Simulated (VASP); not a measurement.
Input:

```xyz
2
Lattice="0.0000 2.7798 2.7798 2.7798 0.0000 2.7798 2.7798 2.7798 0.0000" Properties=species:S:1:pos:R:3 pbc="T T T"
Ti     0.0000     0.0000     0.0000
Te     2.7798     2.7798     2.7798
```

Computed with PBEsol GGA, VASP's PBE PAW potentials (set 64) (plane waves; VASP). Run with 400 eV cut-off, 13×13×13 Γ-centred mesh, tetrahedra with Blöchl corrections, potentials Ti_sv Te.

Problem. The job: TiTe (relaxed from the rock salt structure, space group Fm-3m), 2 atoms, PBEsol, static run, 400 eV, 13×13×13 Γ-centred mesh. Roughly how much core time does it take on a busy server core?

Solution. About 20 core-seconds (one run on a shared machine, a rough figure). It had 84 irreducible k-points, 13 bands, up to 797 plane waves and 15 electronic steps.

The structure was generated: TiTe was put into the rock salt type (Fm-3m), which need not be its known phase. It was relaxed first, which changed the volume by -36 %.
